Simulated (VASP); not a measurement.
Level of theory: PBEsol GGA, VASP's PBE PAW potentials (set 64) (plane waves; VASP). For the first row: Run with 400 eV cut-off, 15×15×11 Γ-centred mesh, tetrahedra with Blöchl corrections, potentials Ti_sv Ga_d.

| system | energy (eV/atom) |
|---|---|
| TiGa (space group P4/mmm) | -6.3689 |
| Ti (hcp) | -8.3325 |
| Ga (alpha) | -3.3489 |

The references are the elements' solids at the same level; no temperature or zero-point terms are added.

### Question
What is the formation energy per atom of TiGa?

### Answer
The references average (1×(-8.3325) + 1×(-3.3489))/2 = -5.8407 eV, so the formation energy is -6.3689 − (-5.8407) = -0.528 eV/atom.
